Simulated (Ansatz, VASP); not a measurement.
## One calculation of Al3BP2, two programs

```xyz
6
Lattice="7.7131 0.0000 0.0000 -3.8566 6.6798 0.0000 0.0000 0.0000 5.1614" Properties=species:S:1:pos:R:3 pbc="T T T"
Al    3.8566    0.0000    2.5807
Al   -1.9283    3.3399    2.5807
Al    1.9283    3.3399    2.5807
B     0.0000    0.0000    2.5807
P     0.0000    4.4532    2.5807
P     3.8566    2.2266    2.5807
```

Alike in both runs: functional PBE; k mesh 6 × 6 × 2; occupations gaussian, width 0.1 eV; no spin polarisation.

Ansatz relaxed the structure, and its values are those at the end. VASP's run is a single point on that final structure, the one shown.

```csv
,VASP,Ansatz
version,VASP 6.6.1,Ansatz 0.2.0
potentials or method,"VASP PAW PBE potentials, release 64 (Al, B, P)","scalar-relativistic, plane waves, PAW"
plane-wave cutoff (eV),520,420
valence electrons in the cell,22,22
```

|  | VASP | Ansatz | Ansatz less VASP |
| --- | --- | --- | --- |
| gap on the k mesh at the Fermi level (eV) | none | none | - |
| pressure (GPa) | 0.3 | 0.4 | +0.03 |

A gap of «none» marks a metal or a gap that the smearing closes.

Caveats: the k mesh is coarse (spacing up to 0.61 Å⁻¹), so the values aren't converged; this functional lacks dispersion, which binds the layers, so the pressure and a relaxed spacing across them are unreliable.
